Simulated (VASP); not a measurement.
OSZICAR of a VASP run on Al (fcc):

**OSZICAR**
```
       N       E                     dE             d eps       ncg     rms          rms(c)
DAV:   1    -0.165329747950E+01   -0.16533E+01   -0.86972E+02  1510   0.328E+02
DAV:   2    -0.402068487935E+01   -0.23674E+01   -0.21138E+01  1925   0.326E+01
DAV:   3    -0.404254075058E+01   -0.21856E-01   -0.21855E-01  1880   0.359E+00
DAV:   4    -0.404260460794E+01   -0.63857E-04   -0.63857E-04  1905   0.204E-01
DAV:   5    -0.404260496746E+01   -0.35952E-06   -0.36013E-06  1950   0.128E-02    0.167E+00
DAV:   6    -0.402011416173E+01    0.22491E-01   -0.27043E-03  1705   0.381E-01    0.955E-01
DAV:   7    -0.400466387420E+01    0.15450E-01   -0.82768E-03  1665   0.631E-01    0.174E-01
DAV:   8    -0.400465203093E+01    0.11843E-04   -0.26724E-05  1835   0.601E-02    0.497E-02
DAV:   9    -0.400464763387E+01    0.43971E-05   -0.34768E-06  1850   0.138E-02    0.178E-03
DAV:  10    -0.400464747992E+01    0.15395E-06   -0.63458E-09  1800   0.850E-04    0.136E-03
DAV:  11    -0.400464741560E+01    0.64316E-07   -0.76834E-10   985   0.274E-04
   1 F= -.40046474E+01 E0= -.40047041E+01  d E =0.170016E-03
```

Which electronic solver shows in the log?

It is blocked Davidson (ALGO = Normal, or the opening steps of other solvers). The INCAR had ALGO = Normal.

Can the final energy be trusted as converged?

The calculation finished and met its thresholds. It stopped with EDIFF = 1E-7, NELM = 100 (AM05 GGA, plane waves, VASP's PBE PAW potentials (set 64)).

The compound is Al in the fcc structure. This cell is one point of a volume scan, at 0.94 of the reference volume.
